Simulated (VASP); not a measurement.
Input of a VASP 6.6.1 run:

Contents of INCAR:

```
  PREC = Accurate
  ENCUT = 520
  EDIFF = 1E-6
  ISMEAR = 0
  SIGMA = 0.1
  LREAL = F
  LASPH = T
  NELM = 100
  ALGO = Normal
  ISIF = 2
  LWAVE = F
  LCHARG = T
  METAGGA = R2SCAN
  LMIXTAU = T
  LELF = T
  LVHAR = T
  NBANDS = 18
```

Contents of KPOINTS:

```
Automatic mesh
0
Gamma
  9 9 6
```

The input POSCAR:

```
PtSe2
1.0
    3.7584900000      0.0000000000      0.0000000000
   -1.8792500000      3.2549500000      0.0000000000
    0.0000000000      0.0000000000      4.8698900000
Pt Se
1 2
Direct
    0.0000000000      0.0000000000      0.0000000000
    0.6666700000      0.3333300000      0.7389500000
    0.3333300000      0.6666700000      0.2610500000
```

Potentials or basis: VASP PAW PBE potentials, release 64 (Pt, Se).

The run is started by

```bash
$ cat potpaw_PBE.64/Pt/POTCAR potpaw_PBE.64/Se/POTCAR > POTCAR
$ mpirun -np 1 vasp_std > vasp.out
```

Problem. Predict the pressure.

Solution. 2.9 GPa.

Problem. Predict the largest force.

Solution. 0.008 eV/Å.

Problem. Predict the band gap on the k mesh.

Solution. None (metal or under the smearing width).

Forces on the atoms (eV/Å):
```
Pt   0.000  0.000  0.000
Se   0.000  0.000  0.008
Se   0.000  0.000 -0.008
```

Caveat: the PAW data sets were made with another functional, which shifts forces and pressure a little. The run has no spin-orbit coupling, so splittings on Pt are missing.
